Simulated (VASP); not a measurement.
OSZICAR of a VASP run on Cs (bcc):

File OSZICAR:
```
       N       E                     dE             d eps       ncg     rms          rms(c)
DAV:   1     0.506286848129E+02    0.50629E+02   -0.25848E+03   464   0.635E+02
DAV:   2     0.331388663888E+01   -0.47315E+02   -0.46737E+02   608   0.117E+02
DAV:   3    -0.889368915423E+00   -0.42033E+01   -0.42029E+01   496   0.421E+01
DAV:   4    -0.936477626155E+00   -0.47109E-01   -0.47108E-01   856   0.534E+00
DAV:   5    -0.936506274167E+00   -0.28648E-04   -0.28648E-04   568   0.821E-02    0.131E-01
DAV:   6    -0.936184759989E+00    0.32151E-03   -0.12413E-03   784   0.206E-01    0.897E-02
DAV:   7    -0.936356134979E+00   -0.17137E-03   -0.31105E-03   600   0.345E-01    0.338E-02
DAV:   8    -0.936415414370E+00   -0.59279E-04   -0.99144E-05   640   0.845E-02    0.511E-03
DAV:   9    -0.936416687487E+00   -0.12731E-05   -0.29363E-06   776   0.109E-02    0.288E-03
DAV:  10    -0.936416282883E+00    0.40460E-06   -0.66046E-07   504   0.510E-03
   1 F= -.93641628E+00 E0= -.93542897E+00  d E =-.936416E+00
```

Problem. Which electronic solver shows in the log?

Solution. It is blocked Davidson (ALGO = Normal, or the opening steps of other solvers). The INCAR had ALGO = Normal.

Problem. Can the final energy be trusted as converged?

Solution. The calculation finished and met its thresholds. It stopped with EDIFF = 1E-6, NELM = 100, NSW = 60 and EDIFFG = -0.01 after 1 ionic step (PBEsol GGA, plane waves, VASP's PBE PAW potentials (set 64)).

The compound is Cs in the bcc structure. It was relaxed first. The start is the result of an earlier pass.
